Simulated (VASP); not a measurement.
A convergence study with VASP on EuS (rock salt): one setting is varied, all else stays as given below, so the limit is that of these other settings.

```xyz
2
Lattice="0.0000 2.9850 2.9850 2.9850 0.0000 2.9850 2.9850 2.9850 0.0000" Properties=species:S:1:pos:R:3 pbc="T T T"
Eu     0.0000     0.0000     0.0000
S      2.9850     2.9850     2.9850
```

Method: PBE GGA, VASP's PBE PAW potentials (set 64) (plane waves; VASP). The tightest run used: 550 eV cut-off, 17×17×17 Γ-centred mesh, Gaussian smearing of 0.050 eV, potentials Eu_2 S.

The 4f electrons are frozen in the core of the lanthanide potential, so 4f levels, which can set the real gap, and their magnetism are missing.

Problem. The settings run are 1×1×1 mesh; 2×2×2 mesh; 3×3×3 mesh; 4×4×4 mesh; 5×5×5 mesh; 6×6×6 mesh; 7×7×7 mesh; 8×8×8 mesh; 9×9×9 mesh; 10×10×10 mesh; 11×11×11 mesh; 12×12×12 mesh; 13×13×13 mesh; 14×14×14 mesh; 15×15×15 mesh; 16×16×16 mesh; 17×17×17 mesh. From which on does the stress (every component) stay within 0.5 GPa of the tightest run?

Solution. From 3×3×3 mesh on: it is off by 0.38 there and by no more than 0.5 in any finer run, while 2×2×2 mesh is off by 2.55.
| setting | E (eV/atom) | pressure (GPa) | irreducible k-points | difference judged (GPa) |
|---|---|---|---|---|
| 1×1×1 mesh | -1.3334 | 24.73 | 1 | 27.20 |
| 2×2×2 mesh | -5.0638 | 0.08 | 3 | 2.55 |
| 3×3×3 mesh | -5.2830 | -2.09 | 4 | 0.38 |
| 4×4×4 mesh | -5.3045 | -2.39 | 8 | 0.09 |
| 5×5×5 mesh | -5.3082 | -2.45 | 10 | 0.02 |
| 6×6×6 mesh | -5.3089 | -2.47 | 16 | 0.01 |
| 7×7×7 mesh | -5.3091 | -2.47 | 20 | 0.00 |
| 8×8×8 mesh | -5.3092 | -2.48 | 29 | 0.00 |
| 9×9×9 mesh | -5.3092 | -2.47 | 35 | 0.00 |
| 10×10×10 mesh | -5.3092 | -2.47 | 47 | 0.00 |
| 11×11×11 mesh | -5.3092 | -2.48 | 56 | 0.00 |
| 12×12×12 mesh | -5.3092 | -2.47 | 72 | 0.00 |
| 13×13×13 mesh | -5.3092 | -2.48 | 84 | 0.00 |
| 14×14×14 mesh | -5.3092 | -2.47 | 104 | 0.00 |
| 15×15×15 mesh | -5.3092 | -2.48 | 120 | 0.00 |
| 16×16×16 mesh | -5.3092 | -2.48 | 145 | 0.01 |
| 17×17×17 mesh | -5.3092 | -2.47 | 165 | 0.00 |

Left out are rungs that failed or repeat a setting and relaxations that didn't move; long series are thinned to 24 rows.

The compound is EuS in the rock salt structure. The cell was not relaxed at this level.
